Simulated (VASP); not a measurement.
A VASP calculation is set up with these files.

INCAR:
```
ALGO=Normal
EDIFF=1E-6
EDIFFG=-0.01
ENCUT=400
GGA=PS
IBRION=2
ISIF=3
ISMEAR=1
LASPH=.TRUE.
LCHARG=.FALSE.
LMAXMIX=4
LREAL=.FALSE.
LWAVE=.FALSE.
NELM=100
NSW=60
PREC=Accurate
SIGMA=0.1
SYSTEM=FeAl
```

**POSCAR**
```
FeAl
1
    2.9100000000     0.0000000000     0.0000000000
    0.0000000000     2.9100000000     0.0000000000
    0.0000000000     0.0000000000     2.9100000000
Al Fe
1 1
Direct
  0.5000000000   0.5000000000   0.5000000000
  0.0000000000   0.0000000000   0.0000000000
```

KPOINTS:
```
Automatic mesh
0
Gamma
11 11 11
0 0 0
```

POTCAR, in this order: Al Fe (PBE.64 set). Program: vasp_std.

Q: Translate this PBEsol calculation to Ansatz.

A: One equivalent input (not run):
Ansatz 0.2 input:
```yaml
crystal:
  lattice:
    - [2.9100000, 0.0000000, 0.0000000]
    - [0.0000000, 2.9100000, 0.0000000]
    - [0.0000000, 0.0000000, 2.9100000]
  atoms:
    - { symbol: Al, position: [0.5000000, 0.5000000, 0.5000000] }
    - { symbol: Fe, position: [0.0000000, 0.0000000, 0.0000000] }
kpoints:
  mp_grid: { grid: [11, 11, 11] }
hamiltonian:
  xc: pbesol
  pseudopotentials: { kind: paw }
scf:
  occupations: { method: methfessel_paxton, width: 0.1 }
  max_iter: 100
relax:
  max_steps: 60
  f_tol: 0.01
  cell: {}
output: { forces: true, stress: true, eigenvalues: true }
```
What does not carry over: each code has its own PAW files, so the cut-off isn't converted (ENCUT is set for VASP's; basis.ecutwfc is left out, and Ansatz then takes the one that its files recommend); Ansatz stops its SCF on the density residual and VASP on the energy change (EDIFF).

The compound is FeAl in the CsCl type structure. This run relaxes it. Symmetry was kept, so distortions that lower it aren't found.
